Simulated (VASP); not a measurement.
# Zn4O3S (ordered alloy cell): computed properties

Computed with PBEsol GGA, VASP's PBE PAW potentials (set 64) (plane waves; VASP).

| Quantity | Result |
|---|---|
| space group | Pm (6) |
| cell | a = 5.4629 Å, b = 3.3747 Å, c = 5.8364 Å, α = γ = 90.00°, β = 90.57° |
| volume per atom | 13.45 Å³/atom |
| band gap (over mesh and band path) | 0.05 eV |
| smallest direct gap (over mesh and band path) | 0.05 eV |
| band-edge character | direct, Γ to Γ |
| density | 5.27 g/cm³ |

```cif
data_O3SZn4
_chemical_formula_sum 'Zn4 S1 O3'
_space_group_name_H-M_alt 'P 1'
_space_group_IT_number 1
_cell_length_a 6.74183
_cell_length_b 3.37467
_cell_length_c 5.46293
_cell_angle_alpha 90.000
_cell_angle_beta 89.504
_cell_angle_gamma 120.037
loop_
_space_group_symop_operation_xyz
  'x, y, z'
loop_
_atom_site_label
_atom_site_type_symbol
_atom_site_fract_x
_atom_site_fract_y
_atom_site_fract_z
_atom_site_occupancy
Zn1 Zn 0.33491 0.33491 0.45278 1
Zn2 Zn 0.13305 0.63305 0.02325 1
Zn3 Zn 0.83068 0.33068 0.51549 1
Zn4 Zn 0.69825 0.69825 0.01911 1
S1 S 0.33940 0.33940 0.87103 1
O1 O 0.15536 0.65536 0.38076 1
O2 O 0.82861 0.32861 0.88233 1
O3 O 0.67974 0.67974 0.38326 1
```

The structure was generated: Zn4O3S was put into an ordered model structure (Pm), which need not be its known phase. It was relaxed first. Symmetry was kept, so distortions that lower it aren't found.
